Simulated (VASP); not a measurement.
Here is the system:

```xyz
2
Lattice="4.0877 0.0000 0.0000 0.0000 4.0877 0.0000 0.0000 0.0000 4.0877" Properties=species:S:1:pos:R:3 pbc="T T T"
Tl     0.0000     0.0000     0.0000
Br     2.0439     2.0439     2.0439
```

Calculation: HSE06 screened hybrid, VASP's PBE PAW potentials (set 64) (plane waves; VASP). Settings: 520 eV cut-off, 6×6×6 Γ-centred mesh, Gaussian smearing of 0.050 eV, potentials Tl_d Br.

Unless said otherwise, spin-orbit coupling is left out, though it shifts the bands of the heavy elements here.

Q: What does the run give for the energy per atom (σ→0), band gap (on the k-mesh) with the smallest direct gap where there is one?

A: 
The band gap (on the k-mesh) is 2.81 eV, the smallest direct gap (on the k-mesh) is 2.81 eV and the energy per atom (σ→0) is -318.8 kJ/mol of atoms.

Only differences to runs with the same potentials and settings are physical.

The compound is TlBr in the CsCl type structure. This cell is one point of a volume scan, at 1.03 of the reference volume. The cell's shape comes from a PBE relaxation.
